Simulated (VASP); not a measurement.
Computed with PBEsol GGA, VASP's PBE PAW potentials (set 64) (plane waves; VASP).

VASP ran on this input.

File KPOINTS:
```
Automatic mesh
0
Gamma
8 8 2
0 0 0
```

### POSCAR
```
WSe2
1
    1.5922351754    -2.7578314989     0.0000000000
    1.5922351754     2.7578314989     0.0000000000
    0.0000000000     0.0000000000    12.0666927069
W Se
2 4
Direct
  0.3333330000   0.6666670000   0.2500000000
  0.6666670000   0.3333330000   0.7500000000
  0.3333330000   0.6666670000   0.8901213817
  0.6666670000   0.3333330000   0.3901213817
  0.6666670000   0.3333330000   0.1098786183
  0.3333330000   0.6666670000   0.6098786183
```

INCAR:
```
SYSTEM=WSe2
PREC=Accurate; ENCUT=500; LREAL=.FALSE.
LASPH=.TRUE.
EDIFF=1E-6; NELM=100; ALGO=Normal
LMAXMIX=6
ISMEAR=0; SIGMA=0.05
GGA=PS
IBRION=2; NSW=40; ISIF=3
EDIFFG=-0.02; PSTRESS=200
LWAVE=.FALSE.; LCHARG=.FALSE.
```

POTCAR, in this order: W_sv Se (PBE.64 set). Program: vasp_std.

Energy and stress use the plane-wave basis of the starting cell. Without a dispersion term in the relaxation, distances and binding between the weakly bound layers, chains or molecules are unreliable, and so is what depends on them.

Question: Predict the energy per atom (σ→0), volume per atom.

Answer: 
```
Property                        Value
---------------------  --------------
energy per atom (σ→0)  -7.584 eV/atom
volume per atom         16.48 Å³/atom
```

OSZICAR:
```
...
DAV:   1    -0.455049197608E+02   -0.21308E-01   -0.26344E-02  1289   0.145E+00    0.419E-01
DAV:   2    -0.455041595482E+02    0.76021E-03   -0.52401E-03  1429   0.475E-01    0.116E-01
DAV:   3    -0.455039893664E+02    0.17018E-03   -0.12816E-03  1384   0.152E-01    0.511E-02
DAV:   4    -0.455039407644E+02    0.48602E-04   -0.18380E-04  1485   0.893E-02    0.221E-02
DAV:   5    -0.455039371257E+02    0.36387E-05   -0.24050E-05  1556   0.295E-02    0.229E-02
DAV:   6    -0.455039346062E+02    0.25195E-05   -0.72304E-06  1285   0.152E-02    0.888E-03
DAV:   7    -0.455039344913E+02    0.11489E-06   -0.14536E-06   697   0.994E-03
  11 F= -.33162270E+02 E0= -.33162270E+02  d E =-.481025E-04
```

The compound is WSe2 in the 2H layered structure. This run relaxes it under an external pressure of 20 GPa. Symmetry was kept, so distortions that lower it aren't found.
